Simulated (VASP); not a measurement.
Calculation: vdW-DF-cx, VASP's PBE PAW potentials (set 64) (plane waves; VASP).

VASP ran on this input.

KPOINTS:
```
Automatic mesh
0
Gamma
12 12 12
0 0 0
```

### POSCAR
```
BN
1
    0.0000000000     1.8097681897     1.8097681897
    1.8097681897     0.0000000000     1.8097681897
    1.8097681897     1.8097681897     0.0000000000
B N
1 1
Direct
  0.0000000000   0.0000000000   0.0000000000
  0.2500000000   0.2500000000   0.2500000000
```

**INCAR**
```
SYSTEM = BN
PREC = Accurate; ENCUT = 520; LREAL = .FALSE.
LASPH = .TRUE.
EDIFF = 1E-7; NELM = 100; ALGO = Normal
ISMEAR = 0; SIGMA = 0.05
GGA = CX; LUSE_VDW = .TRUE.; AGGAC = 0.0
ISIF = 2
LWAVE = .FALSE.; LCHARG = .FALSE.
```

POTCAR, in this order: B N (PBE.64 set). Program: vasp_std.

The run wrote:

File OUTCAR:
```
 ion  position               nearest neighbor table
   1  0.000  0.000  0.000-   2 1.57   2 1.57   2 1.57   2 1.57
   2  0.250  0.250  0.250-   1 1.57   1 1.57   1 1.57   1 1.57
  LATTYP: Found a face centered cubic cell.
 ALAT       =     3.6195363794
 Subroutine PRICEL returns:
 Original cell was already a primitive cell.
 Subroutine GETGRP returns: Found 24 space group operations
The static configuration has the point symmetry T_d .
The dynamic configuration has the point symmetry T_d .
 Subroutine INISYM returns: Found 24 space group operations
 Subroutine IBZKPT returns following result:
 Found     72 irreducible k-points:

 Following reciprocal coordinates:
            Coordinates               Weight
  0.000000  0.000000  0.000000      1.000000
  0.083333  0.000000  0.000000      8.000000
  0.166667  0.000000  0.000000      8.000000
  0.250000  0.000000  0.000000      8.000000
  0.333333  0.000000  0.000000      8.000000
  0.416667  0.000000  0.000000      8.000000
  0.500000  0.000000  0.000000      4.000000
  0.083333  0.083333  0.000000      6.000000
  0.166667  0.083333  0.000000     24.000000
  0.250000  0.083333  0.000000     24.000000
  0.333333  0.083333  0.000000     24.000000
  0.416667  0.083333  0.000000     24.000000
  0.500000  0.083333  0.000000     24.000000
 -0.416667  0.083333  0.000000     24.000000
 -0.333333  0.083333  0.000000     24.000000
 -0.250000  0.083333  0.000000     24.000000
 -0.166667  0.083333  0.000000     24.000000
 -0.083333  0.083333  0.000000     12.000000
  0.166667  0.166667  0.000000      6.000000
  0.250000  0.166667  0.000000     24.000000
  0.333333  0.166667  0.000000     24.000000
  0.416667  0.166667  0.000000     24.000000
  0.500000  0.166667  0.000000     24.000000
 -0.416667  0.166667  0.000000     24.000000
 -0.333333  0.166667  0.000000     24.000000
 -0.250000  0.166667  0.000000     24.000000
 -0.166667  0.166667  0.000000     12.000000
  0.250000  0.250000  0.000000      6.000000
  0.333333  0.250000  0.000000     24.000000
  0.416667  0.250000  0.000000     24.000000
  0.500000  0.250000  0.000000     24.000000
 -0.416667  0.250000  0.000000     24.000000
 -0.333333  0.250000  0.000000     24.000000
 -0.250000  0.250000  0.000000     12.000000
  0.333333  0.333333  0.000000      6.000000
  0.416667  0.333333  0.000000     24.000000
  0.500000  0.333333  0.000000     24.000000
 -0.416667  0.333333  0.000000     24.000000
 -0.333333  0.333333  0.000000     12.000000
  0.416667  0.416667  0.000000      6.000000
   k-points           NKPTS =     72   k-points in BZ     NKDIM =     72   number of bands    NBANDS=      8
   number of dos      NEDOS =    301   number of ions     NIONS =      2
   total plane-waves  NPLWV =   8000
   dimension x,y,z NGX =    20 NGY =   20 NGZ =   20
   dimension x,y,z NGXF=    40 NGYF=   40 NGZF=   40
   ions per type =               1   1
   PREC   = accura    normal or accurate (medium, high low for compatibility)
   ISTART =      0    job   : 0-new  1-cont  2-samecut
   ICHARG =      2    charge: 1-file 2-atom 10-const
   ISPIN  =      1    spin polarized calculation?
   LNONCOLLINEAR =      F non collinear calculations
   LSORBIT =      F    spin-orbit coupling
   INIWAV =      1    electr: 0-lowe 1-rand  2-diag
   ENCUT  =  520.0 eV  38.22 Ry    6.18 a.u.   4.76  4.76  4.76*2*pi/ulx,y,z
   NELM   =    100;   NELMIN=  2; NELMDL= -5     # of ELM steps
   EDIFF  = 0.1E-06   stopping-criterion for ELM
   LREAL  =      F    real-space projection
   NLSPLINE    = F    spline interpolate recip. space projectors
   LMAXMIX     =    2 max onsite mixed and CHGCAR
...
```

**OSZICAR**
```
       N       E                     dE             d eps       ncg     rms          rms(c)
DAV:   1     0.104623543463E+02    0.10462E+02   -0.51952E+03  1208   0.987E+02
DAV:   2    -0.165318976569E+02   -0.26994E+02   -0.26198E+02  1584   0.173E+02
DAV:   3    -0.167369488099E+02   -0.20505E+00   -0.20505E+00  1344   0.188E+01
DAV:   4    -0.167371441278E+02   -0.19532E-03   -0.19532E-03  1600   0.494E-01
DAV:   5    -0.167371441880E+02   -0.60282E-07   -0.60282E-07  1256   0.700E-03    0.676E+00
DAV:   6    -0.158642182674E+02    0.87293E+00   -0.35288E+00  1464   0.136E+01    0.331E+00
DAV:   7    -0.157981502628E+02    0.66068E-01   -0.95450E-02  1552   0.287E+00    0.192E+00
DAV:   8    -0.157820161283E+02    0.16134E-01   -0.40575E-02  1392   0.170E+00    0.148E-01
DAV:   9    -0.157820915031E+02   -0.75375E-04   -0.52820E-04  1216   0.242E-01    0.725E-02
DAV:  10    -0.157821501061E+02   -0.58603E-04   -0.10019E-04  1584   0.110E-01    0.123E-02
DAV:  11    -0.157821527749E+02   -0.26688E-05   -0.66608E-06  1296   0.234E-02    0.754E-03
DAV:  12    -0.157821528388E+02   -0.63900E-07   -0.13553E-06  1432   0.955E-03    0.279E-04
DAV:  13    -0.157821528432E+02   -0.44565E-08   -0.16986E-08   576   0.164E-03
   1 F= -.15782153E+02 E0= -.15782153E+02  d E =-.707124E-17
```

OUTCAR:
```
------------------------ aborting loop because EDIFF is reached ----------------------------------------
  FORCE on cell =-STRESS in cart. coord.  units (eV):
  Direction    XX          YY          ZZ          XY          YZ          ZX
  --------------------------------------------------------------------------------------
  Total        0.0006810      0.0006810      0.0006810      0.0000000      0.0000000      0.0000000
  in kB        0.0920358      0.0920358      0.0920358      0.0000000      0.0000000      0.0000000
  external PRESSURE =       0.0920358 kB  Pullay stress =       0.0000000 kB
  volume of cell :       11.85
      direct lattice vectors                 reciprocal lattice vectors
     0.000000000  1.809768190  1.809768190    -0.276278477  0.276278477  0.276278477
     1.809768190  0.000000000  1.809768190     0.276278477 -0.276278477  0.276278477
     1.809768190  1.809768190  0.000000000     0.276278477  0.276278477 -0.276278477
  FREE ENERGIE OF THE ION-ELECTRON SYSTEM (eV)
  ---------------------------------------------------
  free  energy   TOTEN  =       -15.7821528432 eV

  energy  without entropy=      -15.7821528432  energy(sigma->0) =      -15.78215284
```
(Selected blocks of OUTCAR.)

The compound is BN in the zinc blende structure. It was relaxed first.
